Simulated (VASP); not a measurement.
Output of a VASP run:

**OSZICAR**
```
       N       E                     dE             d eps       ncg     rms          rms(c)
DAV:   1     0.684027438752E+02    0.68403E+02   -0.81777E+03   488   0.121E+03
DAV:   2    -0.336784241469E+02   -0.10208E+03   -0.93460E+02   700   0.261E+02
DAV:   3    -0.387854808644E+02   -0.51071E+01   -0.50837E+01   616   0.623E+01
DAV:   4    -0.388497985908E+02   -0.64318E-01   -0.64289E-01   612   0.782E+00
DAV:   5    -0.388509519775E+02   -0.11534E-02   -0.11528E-02   612   0.101E+00    0.112E+01
DAV:   6    -0.356013160651E+02    0.32496E+01   -0.82275E+00   556   0.234E+01    0.504E+00
DAV:   7    -0.352969202368E+02    0.30440E+00   -0.48397E-01   604   0.606E+00    0.313E+00
DAV:   8    -0.352031318635E+02    0.93788E-01   -0.34536E-01   568   0.439E+00    0.436E-01
DAV:   9    -0.352004326198E+02    0.26992E-02   -0.13625E-02   592   0.103E+00    0.188E-01
DAV:  10    -0.352019655317E+02   -0.15329E-02   -0.16372E-03   540   0.357E-01    0.434E-02
DAV:  11    -0.352021469696E+02   -0.18144E-03   -0.23706E-04   588   0.142E-01    0.288E-02
DAV:  12    -0.352021473971E+02   -0.42747E-06   -0.57109E-05   564   0.653E-02    0.489E-03
DAV:  13    -0.352021477767E+02   -0.37964E-06   -0.24712E-06   556   0.146E-02
   1 F= -.35202148E+02 E0= -.35202148E+02  d E =-.402951E-16
```

**OUTCAR**
```
------------------------ aborting loop because EDIFF is reached ----------------------------------------
  FORCE on cell =-STRESS in cart. coord.  units (eV):
  Direction    XX          YY          ZZ          XY          YZ          ZX
  --------------------------------------------------------------------------------------
  Total       -0.0290273     -0.0290273      0.0817262      0.0000000      0.0000000      0.0000000
  in kB       -1.1119316     -1.1119320      3.1306349      0.0000000      0.0000000      0.0000000
  external PRESSURE =       0.3022571 kB  Pullay stress =       0.0000000 kB
  volume of cell :       41.83
      direct lattice vectors                 reciprocal lattice vectors
     1.256437981 -2.176214813  0.000000000     0.397950402 -0.229756730  0.000000000
     1.256437981  2.176214813  0.000000000     0.397950402  0.229756730  0.000000000
     0.000000000  0.000000000  7.648329539     0.000000000  0.000000000  0.130747504
  FREE ENERGIE OF THE ION-ELECTRON SYSTEM (eV)
  ---------------------------------------------------
  free  energy   TOTEN  =       -35.2021477767 eV

  energy  without entropy=      -35.2021477767  energy(sigma->0) =      -35.20214778
```
(Selected blocks of OUTCAR.)

**POSCAR**
```
BN
1
    1.2564379812    -2.1762148128     0.0000000000
    1.2564379812     2.1762148128     0.0000000000
    0.0000000000     0.0000000000     7.6483295389
B N
2 2
Direct
  0.3333330000   0.6666670000   0.2500000000
  0.6666670000   0.3333330000   0.7500000000
  0.6666670000   0.3333330000   0.2500000000
  0.3333330000   0.6666670000   0.7500000000
```

Q: Write an INCAR and KPOINTS that could have produced this output.

A: One answer among several that fit: the input of the run itself, PBE GGA, plane waves, VASP's PBE PAW potentials (set 64).

KPOINTS:
```
Automatic mesh
0
Gamma
8 8 2
0 0 0
```

INCAR:
```
SYSTEM = BN
PREC = Accurate; ENCUT = 520; LREAL = F
LASPH = T
EDIFF = 1E-6; NELM = 100; ALGO = Normal
ISMEAR = 0; SIGMA = 0.05
GGA = PE
LWAVE = T; LCHARG = F
```

POTCAR, in this order: B N (PBE.64 set). Program: vasp_std.

Without a dispersion term in the relaxation, distances and binding between the weakly bound layers, chains or molecules are unreliable, and so is what depends on them.

The compound is BN in the hex structure. It was relaxed first, which changed the volume by +16 %.
